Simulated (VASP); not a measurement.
A convergence study with VASP on C (diamond): one setting is varied, all else stays as given below, so the limit is that of these other settings. The cell's lengths are 1 % over those of the tabulated start and one atom is moved, so it is off equilibrium.

```yaml
crystal:
  lattice:
    - [0.00000, 1.80133, 1.80133]
    - [1.80133, 0.00000, 1.80133]
    - [1.80133, 1.80133, 0.00000]
  atoms:
    - { symbol: C, position: [0.00000, 0.00000, 0.00000] }
    - { symbol: C, position: [0.23318, 0.26682, 0.26682] }
```

Method: LDA (Ceperley-Alder, Perdew-Zunger), VASP's LDA PAW potentials (set 64) (plane waves; VASP 6.6.1). The tightest run used: 1000 eV cut-off, 14×14×14 Γ-centred mesh, Gaussian smearing of 0.050 eV, potentials C.

Gaps are read on the run's mesh, which can miss a band edge.

The settings run are ENCUT = 250; ENCUT = 350; ENCUT = 450; ENCUT = 550; ENCUT = 650; ENCUT = 700; ENCUT = 750; ENCUT = 800; ENCUT = 850; ENCUT = 1000. From which on does the energy per atom stay within 0.005 eV/atom of the tightest run?

From ENCUT = 650 on: it is off by 0.0038 there and by no more than 0.005 in any finer run, while ENCUT = 550 is off by 0.0077.
```
setting       E (eV/atom)  pressure (GPa)  largest force (eV/Å)  gap on the mesh (eV)  plane waves  difference judged (eV/atom)
------------  -----------  --------------  --------------------  --------------------  -----------  ---------------------------
ENCUT = 250      -10.2174          -69.05                 2.366                 3.152          113                       0.1418
ENCUT = 350      -10.0865          -33.07                 2.102                 3.059          190                       0.0108
ENCUT = 450      -10.0691          -23.01                 2.069                 3.058          266                       0.0066
ENCUT = 550      -10.0680          -22.77                 2.071                 3.057          351                       0.0077
ENCUT = 650      -10.0718          -23.37                 2.068                 3.058          459                       0.0038
ENCUT = 700      -10.0732          -23.36                 2.065                 3.058          531                       0.0025
ENCUT = 750      -10.0741          -23.24                 2.062                 3.058          556                       0.0016
ENCUT = 800      -10.0748          -23.09                 2.062                 3.059          620                       0.0009
ENCUT = 850      -10.0753          -22.95                 2.062                 3.058          670                       0.0004
ENCUT = 1000     -10.0757          -22.81                 2.062                 3.058          872                       0.0000
```

Left out are rungs that failed or repeat a setting and relaxations that didn't move; long series are thinned to 24 rows.

The compound is C in the diamond structure. The cell was not relaxed at this level, it is distorted from the ideal structure.
